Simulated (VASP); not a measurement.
Ta:

```
CELL_PARAMETERS angstrom
-1.65128 1.65128 1.65128
1.65128 -1.65128 1.65128
1.65128 1.65128 -1.65128
ATOMIC_POSITIONS crystal
Ta 0.00000 0.00000 0.00000
```

```yaml
Program: VASP 6.6.1
Task: relaxation of cell and atoms
Functional: LDA
Potentials_or_basis: VASP PAW LDA potentials, release 64 (Ta_pv)
Cutoff: 350 eV
k_mesh: 10 × 10 × 10
Occupations: gaussian, width 0.1 eV
Spin: no spin polarisation
```

At the start: pressure -6.8 GPa; volume 18.01 Å³/atom.

How do energy, volume and symmetry change on relaxing?

Over 4 steps the energy falls by 12.6 meV/atom and the volume is 17.43 Å³/atom (-3.2 %); space group Im-3m (No. 229, to 0.05 Å).

The path:
| step | energy change (eV) | largest force (eV/Å) | pressure (GPa) | volume (Å³) |
| --- | --- | --- | --- | --- |
| 1 | 0.0000 | 0.0000 | -6.84 | 18.01 |
| 2 | 0.0683 | 0.0000 | 20.06 | 16.08 |
| 3 | -0.0125 | 0.0000 | -0.27 | 17.46 |
| 4 | -0.0126 | 0.0000 | 0.01 | 17.43 |

Final structure:
```xyz
1
Lattice="-1.6335 1.6335 1.6335 1.6335 -1.6335 1.6335 1.6335 1.6335 -1.6335" Properties=species:S:1:pos:R:3 pbc="T T T"
Ta    1.6335   -1.6335    1.6335
```
